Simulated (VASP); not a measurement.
Input:

```yaml
crystal:
  lattice:
    - [0.00000, 1.99056, 1.99056]
    - [1.99056, 0.00000, 1.99056]
    - [1.99056, 1.99056, 0.00000]
  atoms:
    - { symbol: V, position: [0.00000, 0.00000, 0.00000] }
    - { symbol: N, position: [0.50000, 0.50000, 0.50000] }
```

Calculation: LDA (Ceperley-Alder, Perdew-Zunger), VASP's LDA PAW potentials (set 64) (plane waves; VASP). Run with 620 eV cut-off, 16×16×16 Γ-centred mesh, first-order Methfessel-Paxton smearing of 0.10 eV, potentials V_sv N.

Question: Predict the energy per atom (σ→0), pressure, band gap (on the k-mesh) with the smallest direct gap where there is one.

Answer: 
```yaml
band gap (on the k-mesh): none (metal, semimetal or under 0.01 eV)
energy per atom (σ→0): -10738 meV/atom
pressure: 19.80 GPa
```

Only differences to runs with the same potentials and settings are physical.

The compound is VN in the rock salt structure, which distorts at low temperature. It was relaxed first under an external pressure of 20 GPa. The run is not spin-polarised, so no magnetic state was tried. VASP warned that the highest band is occupied, so more bands are needed.
